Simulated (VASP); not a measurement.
A convergence study with VASP on SnS$_{2}$ (1T layered): one setting is varied, all else stays as given below, so the limit is that of these other settings.

```
SnS2
1.0
    1.82500    -3.16099     0.00000
    1.82500     3.16099     0.00000
    0.00000     0.00000     5.90000
Sn S
1 2
Direct
  0.00000   0.00000   0.00000
  0.33333   0.66667   0.25000
  0.66667   0.33333   0.75000
```

Level of theory: PBE GGA, VASP's PBE PAW potentials (set 64) (plane waves; VASP). The tightest run used: 550 eV cut-off, 16×16×8 Γ-centred mesh, Gaussian smearing of 0.050 eV, potentials Sn_d S.

The reference is 16×16×8 mesh, which took about 2 core-minutes. The timings are rough (shared machines, no repeats); factors under 2 mean little.

Task: Of the settings 1×1×1 mesh; 2×2×1 mesh; 3×3×2 mesh; 4×4×2 mesh; 5×5×2 mesh; 6×6×3 mesh; 7×7×4 mesh; 8×8×4 mesh; 9×9×4 mesh; 10×10×5 mesh; 11×11×6 mesh; 12×12×6 mesh; 13×13×6 mesh; 14×14×7 mesh; 15×15×8 mesh; 16×16×8 mesh, which is the lowest that keeps the difference from the reference in the stress, largest component (GPa) within 0.5 from there on, and what does it cost?

Result: 5×5×2 mesh; its cost over the reference is about 1/20.
```json
[
 {"setting": "1×1×1 mesh", "difference in the stress, largest component (GPa)": "40.37", "cost over the reference": "about 1/40"},
 {"setting": "2×2×1 mesh", "difference in the stress, largest component (GPa)": "6.55", "cost over the reference": "about 1/40"},
 {"setting": "3×3×2 mesh", "difference in the stress, largest component (GPa)": "2.27", "cost over the reference": "about 1/20"},
 {"setting": "4×4×2 mesh", "difference in the stress, largest component (GPa)": "0.64", "cost over the reference": "about 1/20"},
 {"setting": "5×5×2 mesh", "difference in the stress, largest component (GPa)": "0.23", "cost over the reference": "about 1/20"},
 {"setting": "6×6×3 mesh", "difference in the stress, largest component (GPa)": "0.05", "cost over the reference": "about 1/10"},
 {"setting": "7×7×4 mesh", "difference in the stress, largest component (GPa)": "0.02", "cost over the reference": "about 1/7"},
 {"setting": "8×8×4 mesh", "difference in the stress, largest component (GPa)": "0.01", "cost over the reference": "about 1/6"},
 {"setting": "9×9×4 mesh", "difference in the stress, largest component (GPa)": "0.00", "cost over the reference": "about 1/5"},
 {"setting": "10×10×5 mesh", "difference in the stress, largest component (GPa)": "0.00", "cost over the reference": "about 1/3"},
 {"setting": "11×11×6 mesh", "difference in the stress, largest component (GPa)": "0.00", "cost over the reference": "about 1/2"},
 {"setting": "12×12×6 mesh", "difference in the stress, largest component (GPa)": "0.00", "cost over the reference": "about 1/2"},
 {"setting": "13×13×6 mesh", "difference in the stress, largest component (GPa)": "0.00", "cost over the reference": "within a factor of 2"},
 {"setting": "14×14×7 mesh", "difference in the stress, largest component (GPa)": "0.00", "cost over the reference": "within a factor of 2"},
 {"setting": "15×15×8 mesh", "difference in the stress, largest component (GPa)": "0.00", "cost over the reference": "within a factor of 2"},
 {"setting": "16×16×8 mesh", "difference in the stress, largest component (GPa)": "0.00", "cost over the reference": "reference"}
]
```

Left out are rungs that failed or repeat a setting and relaxations that didn't move; long series are thinned to 24 rows.

The compound is SnS2 in the 1T layered structure. The cell was not relaxed at this level.
